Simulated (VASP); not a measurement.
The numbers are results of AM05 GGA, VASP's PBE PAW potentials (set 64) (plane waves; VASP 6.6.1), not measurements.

A VASP calculation is set up with these files.

File KPOINTS:
```
Automatic mesh
0
Gamma
9 9 9
0 0 0
```

### POSCAR
```
PtAl2
1
    0.0000000000     2.9739225437     2.9739225437
    2.9739225437     0.0000000000     2.9739225437
    2.9739225437     2.9739225437     0.0000000000
Al Pt
2 1
Direct
  0.2500000000   0.2500000000   0.2500000000
  0.7500000000   0.7500000000   0.7500000000
  0.0000000000   0.0000000000   0.0000000000
```

### INCAR
```
! general
SYSTEM  = PtAl2
PREC    = Accurate
ENCUT   = 520   ! plane-wave cut-off (eV)
LREAL   = .FALSE.
LASPH   = .TRUE.   ! aspherical one-centre terms

! electronic loop
EDIFF   = 1E-7
NELM    = 100
ALGO    = Normal
LMAXMIX = 6   ! l cut-off of mixed one-centre charges

! smearing
ISMEAR  = 1   ! Methfessel-Paxton
SIGMA   = 0.1

! functional
GGA     = AM

! ions
ISIF    = 2

! output
LWAVE   = .FALSE.
LCHARG  = .FALSE.
```

POTCAR, in this order: Al Pt (PBE.64 set). Program: vasp_std.

Unless said otherwise, spin-orbit coupling is left out, though it shifts the bands of the heavy elements here.

Task: Predict the energy per atom (σ→0), pressure, band gap (on the k-mesh).

Result: 
```
Item                                                         Value
------------------------  ----------------------------------------
energy per atom (σ→0)                       -551.8 kJ/mol of atoms
band gap (on the k-mesh)  none (metal, semimetal or under 0.01 eV)
pressure                                                 -3.87 GPa
```

**OSZICAR**
```
...
DAV:   7    -0.171917808096E+02    0.89247E-01   -0.19859E-01   944   0.456E+00    0.164E+00
DAV:   8    -0.171563753231E+02    0.35405E-01   -0.37234E-02   964   0.182E+00    0.244E-01
DAV:   9    -0.171563401038E+02    0.35219E-04   -0.19651E-03  1024   0.423E-01    0.151E-01
DAV:  10    -0.171565334715E+02   -0.19337E-03   -0.39911E-04   896   0.162E-01    0.200E-02
DAV:  11    -0.171565370456E+02   -0.35741E-05   -0.22402E-05  1040   0.481E-02    0.942E-03
DAV:  12    -0.171565428191E+02   -0.57735E-05   -0.12770E-05   912   0.252E-02    0.214E-03
DAV:  13    -0.171565427699E+02    0.49135E-07   -0.34352E-07  1056   0.588E-03
   1 F= -.17156543E+02 E0= -.17157064E+02  d E =0.156514E-02
```

The compound is PtAl2 in the fluorite structure. This cell is one point of a volume scan, at 1.03 of the reference volume.
